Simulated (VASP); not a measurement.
Here is the system:

```
CELL_PARAMETERS angstrom
     10.93707     0.00000     0.00000
      0.00000    10.93707     0.00000
      0.00000     0.00000    10.93707
ATOMIC_POSITIONS crystal
  Si 0.50000 0.00000 0.00000
  Si 0.62500 0.12500 0.12500
  Si 0.75000 0.25000 0.00000
  Si 0.87500 0.37500 0.12500
  Si 0.75000 0.00000 0.25000
  Si 0.87500 0.12500 0.37500
  Si 0.00000 0.00000 0.00000
  Si 0.12500 0.12500 0.12500
  Si 0.25000 0.25000 0.00000
  Si 0.37500 0.37500 0.12500
  Si 0.50000 0.50000 0.00000
  Si 0.62500 0.62500 0.12500
  Si 0.75000 0.75000 0.00000
  Si 0.87500 0.87500 0.12500
  Si 0.25000 0.00000 0.25000
  Si 0.37500 0.12500 0.37500
  Si 0.50128 0.24950 0.25437
  Si 0.74843 0.49720 0.25169
  Si 0.87500 0.62500 0.37500
  Si 0.50000 0.00000 0.50000
  Si 0.62500 0.12500 0.62500
  Si 0.74963 0.25019 0.50170
  Si 0.87500 0.37500 0.62500
  Si 0.75000 0.00000 0.75000
  Si 0.87500 0.12500 0.87500
  Si 0.00000 0.50000 0.00000
  Si 0.12500 0.62500 0.12500
  Si 0.25000 0.75000 0.00000
  Si 0.37500 0.87500 0.12500
  Si 0.00000 0.25000 0.25000
  Si 0.12500 0.37500 0.37500
  Si 0.25000 0.50000 0.25000
  Si 0.37500 0.62500 0.37500
  Si 0.50000 0.75000 0.25000
  Si 0.62500 0.87500 0.37500
  Si 0.00000 0.00000 0.50000
  Si 0.12500 0.12500 0.62500
  Si 0.25000 0.25000 0.50000
  Si 0.37500 0.37500 0.62500
  Si 0.62500 0.62500 0.62500
  Si 0.75000 0.75000 0.50000
  Si 0.87500 0.87500 0.62500
  Si 0.25000 0.00000 0.75000
  Si 0.37500 0.12500 0.87500
  Si 0.50000 0.25000 0.75000
  Si 0.62500 0.37500 0.87500
  Si 0.75000 0.50000 0.75000
  Si 0.87500 0.62500 0.87500
  Si 0.00000 0.75000 0.25000
  Si 0.12500 0.87500 0.37500
  Si 0.00000 0.50000 0.50000
  Si 0.12500 0.62500 0.62500
  Si 0.25000 0.75000 0.50000
  Si 0.37500 0.87500 0.62500
  Si 0.00000 0.25000 0.75000
  Si 0.12500 0.37500 0.87500
  Si 0.25000 0.50000 0.75000
  Si 0.37500 0.62500 0.87500
  Si 0.50000 0.75000 0.75000
  Si 0.62500 0.87500 0.87500
  Si 0.00000 0.75000 0.75000
  Si 0.12500 0.87500 0.87500
  P  0.49654 0.49733 0.49876
```

These are PBE GGA, VASP's PBE PAW potentials (set 64) (plane waves; VASP) values and carry that method's errors. Numerical set-up: PREC = Normal, LREAL = Auto, ISYM = 0, EDIFF = 1E-5, 400 eV cut-off, 1×1×1 Γ-centred mesh, Gaussian smearing of 0.050 eV, potentials Si P. Starting moments (MAGMOM): 63*0.0159. The cell's moment is fixed (NUPDOWN = 1).

The supercell is sampled at Γ alone, which is coarse: total energies, pressure and levels can be off, energies of defects by several tenths of an eV.

Problem. The ions are relaxed. What does this cell relax into?

Solution. 
```
CELL_PARAMETERS angstrom
     10.93707     0.00000     0.00000
      0.00000    10.93707     0.00000
      0.00000     0.00000    10.93707
ATOMIC_POSITIONS crystal
  Si 0.50060 0.99907 0.99922
  Si 0.62603 0.12374 0.12431
  Si 0.75020 0.24966 0.99955
  Si 0.87605 0.37387 0.12430
  Si 0.75084 0.99802 0.24847
  Si 0.87535 0.12447 0.37241
  Si 0.00013 0.99983 0.99934
  Si 0.12674 0.12423 0.12424
  Si 0.25240 0.25085 0.00170
  Si 0.37988 0.37455 0.13036
  Si 0.50068 0.49926 0.00180
  Si 0.62533 0.62019 0.13011
  Si 0.74902 0.74752 0.00163
  Si 0.87569 0.87313 0.12415
  Si 0.25151 0.99995 0.25036
  Si 0.37637 0.12720 0.37516
  Si 0.50691 0.24715 0.25231
  Si 0.75258 0.49303 0.25212
  Si 0.87259 0.62338 0.37505
  Si 0.49907 0.00009 0.50010
  Si 0.62363 0.12959 0.61976
  Si 0.74924 0.25052 0.49098
  Si 0.87019 0.37621 0.61967
  Si 0.74937 0.00150 0.74756
  Si 0.87447 0.12534 0.87363
  Si 0.00087 0.49917 0.99918
  Si 0.12604 0.62338 0.12677
  Si 0.24939 0.75039 0.00202
  Si 0.37635 0.87386 0.12676
  Si 0.00176 0.24902 0.24848
  Si 0.12435 0.37509 0.37510
  Si 0.25307 0.49923 0.25403
  Si 0.37558 0.62435 0.38422
  Si 0.50055 0.74688 0.25397
  Si 0.62468 0.87554 0.37509
  Si 0.00029 0.99951 0.49982
  Si 0.12554 0.12691 0.62407
  Si 0.25217 0.25359 0.49965
  Si 0.37624 0.38353 0.62315
  Si 0.61635 0.62372 0.62321
  Si 0.74627 0.74772 0.49963
  Si 0.87293 0.87437 0.62413
  Si 0.24950 0.00186 0.75130
  Si 0.37611 0.12728 0.87465
  Si 0.50024 0.25394 0.74734
  Si 0.62488 0.37502 0.87559
  Si 0.74597 0.49959 0.74733
  Si 0.87265 0.62374 0.87467
  Si 0.99989 0.74823 0.25035
  Si 0.12500 0.87479 0.37468
  Si 0.99963 0.50076 0.49998
  Si 0.12299 0.62590 0.62693
  Si 0.24841 0.75134 0.50337
  Si 0.37383 0.87678 0.62697
  Si 0.99826 0.25042 0.74748
  Si 0.12529 0.37506 0.87421
  Si 0.24964 0.50200 0.75133
  Si 0.37418 0.62558 0.87798
  Si 0.49774 0.75020 0.75143
  Si 0.62468 0.87463 0.87432
  Si 0.99799 0.75040 0.75123
  Si 0.12467 0.87516 0.87527
  P  0.50202 0.49793 0.49754
``` The cell ends with 1.00 μB, on the first 30 sites 0.01 0.00 0.00 0.00 0.00 0.00 0.00 0.00 0.01 0.00 0.00 0.00 0.01 0.00 0.01 0.01 0.12 0.12 0.01 0.00 0.01 -0.03 0.01 0.00 0.00 0.01 0.00 0.00 0.00 0.00 μB.

Problem. How much energy does the relaxation gain?

Solution. The energy (σ→0) changes by -3.3 meV/atom, in 18 ionic steps.

```tsv
step	E(σ→0) (eV)	max force (eV/Å)	pressure (GPa)	volume (Å³)
1	-332.8027	0.804	0.21	1308.29
2	-332.9140	0.358	0.19	1308.29
3	-332.9207	0.245	0.18	1308.29
4	-332.9572	0.154	0.17	1308.29
5	-332.9661	0.211	0.17	1308.29
6	-332.9817	0.121	0.15	1308.29
7	-332.9845	0.122	0.14	1308.29
8	-332.9937	0.059	0.12	1308.29
9	-332.9960	0.079	0.10	1308.29
10	-333.0028	0.057	0.08	1308.29
11	-333.0040	0.087	0.07	1308.29
12	-333.0081	0.063	0.06	1308.29
13	-333.0083	0.059	0.05	1308.29
14	-333.0111	0.042	0.05	1308.29
15	-333.0112	0.038	0.05	1308.29
16	-333.0122	0.036	0.04	1308.29
17	-333.0122	0.037	0.04	1308.29
18	-333.0129	0.019	0.04	1308.29
```

The cell is a supercell with a defect, built from Si (diamond): P_Si-vac_Si.
